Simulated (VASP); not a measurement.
Given:

```
Li
1.0
   -1.69400     1.69400     1.69400
    1.69400    -1.69400     1.69400
    1.69400     1.69400    -1.69400
Li
1
Direct
  0.00000   0.00000   0.00000
```

All values below come from vdW-DF2, VASP's PBE PAW potentials (set 64) (plane waves; VASP). Numerical set-up: 520 eV cut-off, Gaussian smearing of 0.050 eV, potentials Li_sv.

Problem. Give the energies of bands 2 to 4 at the high-symmetry points, in eV from the Fermi level.

Solution. 
| band | Γ | H | N | P |
|---|---|---|---|---|
| 2 | -3.62 | 5.53 | 0.20 | 3.41 |
| 3 | 14.45 | 5.53 | 3.37 | 3.41 |
| 4 | 14.45 | 5.53 | 10.34 | 3.41 |

It has no gap at this level: it comes out as a metal or semimetal.

The compound is Li in the bcc structure. It was relaxed first, which changed the volume by -9 %.
